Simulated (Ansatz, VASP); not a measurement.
# Cross-check of SiO2 between VASP and Ansatz

One calculation is typed for both programs; each brings its own data sets. How far apart do they land? The cell is taken from a series of runs on this material, whose earlier steps may have relaxed, scaled, displaced or heated it; both programs get it as it stands. Other levels of theory on this material are compared in a session of their own.

Main program and level: Ansatz 0.2.0; plane waves, with VASP 6.6.1 beside it; relaxation of cell and atoms at PBE.

### 1. The structure

It takes space group P4_2/mnm (No. 136, tetragonal). Conventional cell: a = 4.236 Å, b = 4.236 Å, c = 2.690 Å, α = 90.00°, β = 90.00°, γ = 90.00°. Nearest to O lie 3 Si at 1.77 to 1.84 Å. Nearest to Si lie 6 O at 1.77 to 1.84 Å. Farther neighbours and most contacts between anions are not listed.

### 2. VASP: relaxation of cell and atoms, PBE

The relaxed volume is the usual yardstick between codes: in a stiff, nearly cubic crystal its relative difference is about their pressure difference at one cell divided by the bulk modulus.

Lines of VASP's logs that name or quote its potential files are left out, and so is its time.

The input, INCAR:

```
SYSTEM = SiO2
PREC = Accurate
ENCUT = 600
EDIFF = 1E-07
NELM = 120
ISMEAR = 0
SIGMA = 0.01
LREAL = .FALSE.
ALGO = Normal
GGA = PE
NBANDS = 22
LORBIT = 11
LWAVE = .FALSE.
LCHARG = .FALSE.
ISIF = 3
IBRION = 2
NSW = 80
EDIFFG = -0.005
LASPH = .TRUE.
GGA_COMPAT = .FALSE.
NELMIN = 4
EFERMI = MIDGAP
KPAR = 2
```

The input, POSCAR:

```
SiO2
1.0
    4.2357990000      0.0000000000      0.0000000000
    0.0000000000      4.2357990000      0.0000000000
    0.0000000000      0.0000000000      2.6899430000
O Si
4 2
Direct
    0.6930173622      0.6930172442      0.0000000000
    0.1930173622      0.8069827558      0.5000000000
    0.3069828738      0.3069827558      0.0000000000
    0.8069828738      0.1930172442      0.5000000000
    0.5000001180      0.5000000000      0.5000000000
    0.0000001180      1.0000000000      0.0000000000
```

The input, KPOINTS:

```
Automatic mesh
0
Gamma
8 8 8
0 0 0
```

The projector-augmented-wave data sets are O and Si (PBE family, release 64).

Launch:

```bash
$ mpirun -np 2 vasp_std
```

Numbers of over 12 decimals in the logs are rounded to 6 here.

Output:

```text
[banner, memory and clock lines left out]
running    2 mpi-ranks, on    1 nodes
 distrk:  each k-point on    1 cores,    2 groups
 distr:  one band on    1 cores,    1 groups

 POSCAR found type information on POSCAR O Si
 POSCAR found :  2 types and       6 ions
 LDA part: xc-table for (Slater+PW92), standard interpolation
 POSCAR, INCAR and KPOINTS ok, starting setup
 FFT: planning ... GRIDC
 FFT: planning ... GRID_SOFT
 FFT: planning ... GRID
 WAVECAR not read
 entering main loop
       N       E                     dE             d eps       ncg     rms          rms(c)
DAV:   1     0.162090086485E+03    0.16209E+03   -0.19467E+04  3332   0.157E+03
DAV:   2    -0.433510902917E+02   -0.20544E+03   -0.19675E+03  4350   0.318E+02
DAV:   3    -0.508451329537E+02   -0.74940E+01   -0.74661E+01  4182   0.608E+01
DAV:   4    -0.508991167630E+02   -0.53984E-01   -0.53961E-01  4074   0.596E+00
DAV:   5    -0.508996427655E+02   -0.52600E-03   -0.52595E-03  4134   0.563E-01    0.170E+01
DAV:   6    -0.462835874639E+02    0.46161E+01   -0.16437E+01  3882   0.277E+01    0.763E+00
DAV:   7    -0.463109411134E+02   -0.27354E-01   -0.53820E-01  3930   0.488E+00    0.288E+00
DAV:   8    -0.463241361795E+02   -0.13195E-01   -0.19951E-02  3930   0.137E+00    0.109E+00
DAV:   9    -0.463307386492E+02   -0.66025E-02   -0.86574E-03  3990   0.921E-01    0.265E-01
DAV:  10    -0.463309737847E+02   -0.23514E-03   -0.81997E-04  4020   0.220E-01    0.520E-02
DAV:  11    -0.463309279039E+02    0.45881E-04   -0.18508E-04  4044   0.992E-02    0.808E-03
DAV:  12    -0.463309293031E+02   -0.13992E-05   -0.10237E-05  4022   0.229E-02    0.497E-03
DAV:  13    -0.463309291610E+02    0.14207E-06   -0.18158E-06  4008   0.993E-03    0.350E-03
DAV:  14    -0.463309291842E+02   -0.23138E-07   -0.48391E-08  2676   0.178E-03
   1 F= -.46330929E+02 E0= -.46330929E+02  d E =-.463309E+02
[...]
2 F= -.46331143E+02 E0= -.46331143E+02  d E =-.214247E-03
[...]
3 F= -.46331157E+02 E0= -.46331157E+02  d E =-.227801E-03
[...]
4 F= -.46331152E+02 E0= -.46331152E+02  d E =0.496814E-05
 trial-energy change:    0.000005  1 .order    0.000004   -0.000021    0.000030
 step:   0.4219(harm=  0.4415)  dis= 0.00012  next Energy=   -46.331161 (dE=-0.409E-05)
 bond charge predicted
       N       E                     dE             d eps       ncg     rms          rms(c)
DAV:   1    -0.463311688754E+02   -0.16825E-04   -0.16566E-03  3552   0.327E-01    0.276E-02
DAV:   2    -0.463311617203E+02    0.71551E-05   -0.60869E-05  4062   0.595E-02    0.782E-03
DAV:   3    -0.463311610962E+02    0.62417E-06   -0.30606E-06  3834   0.126E-02    0.353E-03
DAV:   4    -0.463311609738E+02    0.12236E-06   -0.33208E-07  3738   0.477E-03    0.153E-03
DAV:   5    -0.463311610221E+02   -0.48245E-07   -0.49249E-08  1968   0.183E-03
   5 F= -.46331161E+02 E0= -.46331161E+02  d E =-.403688E-05
 curvature:  -0.23 expect dE=-0.757E-07 dE for cont linesearch -0.129E-07
 trial: gam=-0.03939 g(F)=  0.201E-06 g(S)=  0.122E-06 ort = 0.107E-05 (trialstep = 0.937E+00)
 search vector abs. value=  0.271E-06
 reached required accuracy - stopping structural energy minimisation
```

Parts of OUTCAR (step 2):

```text
ion  position               nearest neighbor table
   1  0.693  0.693  0.000-   5 1.77   5 1.77   6 1.84
   2  0.193  0.807  0.500-   6 1.77   6 1.77   5 1.84
   3  0.307  0.307  0.000-   5 1.77   5 1.77   6 1.84
   4  0.807  0.193  0.500-   6 1.77   6 1.77   5 1.84
   5  0.500  0.500  0.500-   1 1.77   3 1.77   1 1.77   3 1.77   2 1.84   4 1.84
   6  0.000  0.000  0.000-   2 1.77   4 1.77   2 1.77   4 1.77   3 1.84   1 1.84

  LATTYP: Found a simple tetragonal cell.
 ALAT       =     4.2357990000
 C/A-ratio  =     0.6350497273

 Subroutine GETGRP returns: Found 16 space group operations
 (whereof  8 operations were pure point group operations)

The static configuration has the point symmetry D_2h.
 The point group associated with its full space group is D_4h.

 Found     75 irreducible k-points:

   k-points           NKPTS =     75   k-points in BZ     NKDIM =     75   number of bands    NBANDS=     22

   dimension x,y,z NGX =    36 NGY =   36 NGZ =   24
   dimension x,y,z NGXF=    72 NGYF=   72 NGZF=   48

   ENCUT  =  600.0 eV  44.10 Ry    6.64 a.u.   8.46  8.46  5.37*2*pi/ulx,y,z

   NELECT =      32.0000    total number of electrons

 k-points in reciprocal lattice and weights: Automatic mesh
   0.00000000  0.00000000  0.00000000       0.002
   0.12500000  0.00000000  0.00000000       0.008
   0.25000000  0.00000000  0.00000000       0.008
   0.37500000  0.00000000  0.00000000       0.008
   0.50000000  0.00000000  0.00000000       0.004
   0.12500000  0.12500000  0.00000000       0.008
   0.25000000  0.12500000  0.00000000       0.016
   0.37500000  0.12500000  0.00000000       0.016
   0.50000000  0.12500000  0.00000000       0.008
[...]
0.50000000  0.37500000  0.50000000       0.008
   0.50000000  0.50000000  0.50000000       0.002

 average (electrostatic) potential at core
       1 -67.1752       2 -67.1752       3 -67.1752       4 -67.1752       5 -81.7581
       6 -81.7581

 E-fermi :  10.2757

 k-point     1 :       0.0000    0.0000    0.0000
  band No.  band energies     occupation
    ...
     12       4.7228      2.00000
     13       5.2525      2.00000
     14       6.9060      2.00000
     15       6.9060      2.00000
     16       7.7573      2.00000
     17      12.7940      0.00000
     18      14.3469      0.00000
     19      16.0297      0.00000
     20      16.0297      0.00000
     21      18.8346      0.00000
    ...

 k-point     2 :       0.1250    0.0000    0.0000
  band No.  band energies     occupation
    ...
     12       4.7561      2.00000
     13       5.2959      2.00000
     14       6.5618      2.00000
     15       6.8784      2.00000
     16       7.6379      2.00000
     17      13.0643      0.00000
     18      14.4741      0.00000
     19      16.0596      0.00000
     20      16.0706      0.00000
     21      19.1000      0.00000
    ...

 k-point     3 :       0.2500    0.0000    0.0000
  band No.  band energies     occupation
    ...
     12       4.8497      2.00000
     13       5.3183      2.00000
     14       5.7261      2.00000
     15       6.8041      2.00000
     16       7.3103      2.00000
     17      13.7112      0.00000
     18      14.8137      0.00000
     19      16.1743      0.00000
     20      16.2461      0.00000
     21      19.3154      0.00000
    ...

  Total        0.0008368      0.0008368     -0.0037104      0.0000000      0.0000000      0.0000000
  in kB        0.0278160      0.0278160     -0.1233358      0.0000000      0.0000000      0.0000000
  external PRESSURE =      -0.0225679 kB  Pullay stress =       0.0000000 kB

  energy-cutoff  :      600.00
  volume of cell :       48.20
      direct lattice vectors                 reciprocal lattice vectors
     4.230841543 -0.000000000  0.000000000     0.236359597 -0.000000000  0.000000000
     0.000000000  4.230841543  0.000000000     0.000000000  0.236359597  0.000000000
     0.000000000  0.000000000  2.692732240     0.000000000  0.000000000  0.371370010

 POSITION                                       TOTAL-FORCE (eV/Angst)
 -----------------------------------------------------------------------------------
      2.93303      2.93302      0.00000         0.000722      0.000722      0.000000
      0.81760      3.41324      1.34637         0.000722     -0.000722      0.000000
      1.29782      1.29782      0.00000        -0.000722     -0.000722      0.000000
      3.41324      0.81760      1.34637        -0.000722      0.000722      0.000000
      2.11542      2.11542      1.34637         0.000000      0.000000      0.000000
      0.00000     -0.00000      0.00000         0.000000      0.000000      0.000000
 -----------------------------------------------------------------------------------
    total drift:                               -0.001146     -0.000811     -0.000000

  FREE ENERGIE OF THE ION-ELECTRON SYSTEM (eV)
  ---------------------------------------------------
  free  energy   TOTEN  =       -46.3311610221 eV

  energy  without entropy=      -46.3311610221  energy(sigma->0) =      -46.33116102

 reached required accuracy - stopping structural energy minimisation

 total charge
# of ion       s       p       d       tot
------------------------------------------
    1        1.545   3.668   0.000   5.214
    2        1.545   3.668   0.000   5.214
    3        1.545   3.668   0.000   5.214
    4        1.545   3.668   0.000   5.214
    5        0.584   0.846   0.000   1.430
    6        0.584   0.846   0.000   1.430
--------------------------------------------------
tot          7.349  16.366   0.000  23.714

[... 3 further parts left out ...]
```

CONTCAR:

```
SiO2
   1.00000000000000
     4.2308415430232325   -0.0000000000000000    0.0000000000000000
     0.0000000000000000    4.2308415430232325    0.0000000000000000
     0.0000000000000000    0.0000000000000000    2.6927322395469897
  O               Si
     4     2
Direct
     0.6932486256379492    0.6932485076379465    0.0000000000000000
     0.1932486256379493    0.8067514923620535    0.5000000000000000
     0.3067516103620561    0.3067514923620534    0.0000000000000000
     0.8067516103620561    0.1932485076379466    0.5000000000000000
     0.5000001180000027    0.5000000000000000    0.5000000000000000
     0.0000001180000027    0.0000000000000000    0.0000000000000000
```

The run keeps the 16 symmetry operations of its start, so it cannot find a distortion of lower symmetry.

(Continued in part 2 of 2.)

[Lines on the potential files, build, host, timing and source positions are cut from VASP's logs without a mark.]

[Logs are printed without paths, hosts, clocks, repeated set-up lines and the standing remarks that a program may print on its own settings, such as how far it seeks lower states.]

[Hosts, paths, dates, database ids (printed as entryN), source tags and the programs' standing remarks are cut or masked in the printed files.]
